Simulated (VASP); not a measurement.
All values below come from PBEsol GGA, VASP's PBE PAW potentials (set 64) (plane waves; VASP).

A VASP calculation is set up with these files.

File POSCAR:
```
Sc
1
    1.6387215171    -2.8383488431     0.0000000000
    1.6387215171     2.8383488431    -0.0000000000
    0.0000000000    -0.0000000000     5.0844688792
Sc
2
Direct
  0.3333330000   0.6666670000   0.2500000000
  0.6666670000   0.3333330000   0.7500000000
```

File KPOINTS:
```
Automatic mesh
0
Gamma
14 14 8
0 0 0
```

**INCAR**
```
SYSTEM  =  Sc
PREC  =  Accurate; ENCUT  =  520; LREAL  =  .False.
LASPH  =  .True.
EDIFF  =  1E-7; NELM  =  100; ALGO  =  Normal
LMAXMIX  =  4
ISMEAR  =  -5
GGA  =  PS
ISIF  =  2
LWAVE  =  .False.; LCHARG  =  .True.; LORBIT  =  11
NEDOS  =  601
```

POTCAR, in this order: Sc_sv (PBE.64 set). Program: vasp_std.

### Question
Estimate the energy per atom (σ→0), band gap (on the k-mesh).

### Answer

```yaml
energy per atom (σ→0): -6.606 eV/atom
band gap (on the k-mesh): none (metal, semimetal or under 0.01 eV)
```

### OSZICAR
```
...
DAV:   8    -0.132124600798E+02    0.11459E-01   -0.28481E-02  4888   0.254E+00    0.247E-01
DAV:   9    -0.132110570106E+02    0.14031E-02   -0.76940E-03  4679   0.107E+00    0.183E-02
DAV:  10    -0.132110744040E+02   -0.17393E-04   -0.10836E-04  6059   0.165E-01    0.811E-03
DAV:  11    -0.132110715521E+02    0.28519E-05   -0.34549E-06  5680   0.268E-02    0.234E-03
DAV:  12    -0.132110733690E+02   -0.18169E-05   -0.46044E-07  3991   0.805E-03    0.953E-04
DAV:  13    -0.132110730766E+02    0.29240E-06   -0.25420E-08  2570   0.312E-03    0.918E-05
DAV:  14    -0.132110730597E+02    0.16935E-07   -0.81362E-09  2360   0.238E-03
   1 F= -.13211073E+02 E0= -.13211073E+02  d E =0.000000E+00
```

The compound is Sc in the hcp structure. It was relaxed first, which changed the volume by -5 %.
